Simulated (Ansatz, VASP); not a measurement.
**InC3S in VASP and in Ansatz**

```
In C S
1.0
     3.74727    0.00000    0.00000
     0.00000    3.74727    0.00000
     0.00000    0.00000    3.74727
In C S
1 3 1
Cartesian
  0.0000 0.0000 0.0000
  0.0000 1.8736 1.8736
  1.8736 1.8736 0.0000
  1.8736 0.0000 1.8736
  1.8736 1.8736 1.8736
```

Change from the starting cell: species swapped into the HoBRh3 type (Pm-3m, No. 221).

Alike in both runs: functional PBE; k mesh 4 × 4 × 4; occupations gaussian, width 0.1 eV; no spin polarisation.

Ansatz relaxed the structure, and its values are those at the end. VASP's run is a single point on that final structure, the one shown.

|  | VASP | Ansatz |
| --- | --- | --- |
| version | VASP 6.6.1 | Ansatz 0.2.0 |
| potentials or method | VASP PAW PBE potentials, release 64 (In_d, C, S) | scalar-relativistic, plane waves, PAW |
| plane-wave cutoff (eV) | 520 | 420 |
| valence electrons in the cell | 31 | 31 |

|  | VASP | Ansatz | Ansatz less VASP |
| --- | --- | --- | --- |
| gap on the k mesh at the Fermi level (eV) | none | none | - |
| pressure (GPa) | -0.5 | -0.2 | +0.25 |

A gap of «none» marks a metal or a gap that the smearing closes. With one functional, cell and mesh, what is left measures potentials, basis and numerics.

Caveats: the k mesh is coarse (spacing up to 0.42 Å⁻¹), so the values aren't converged.
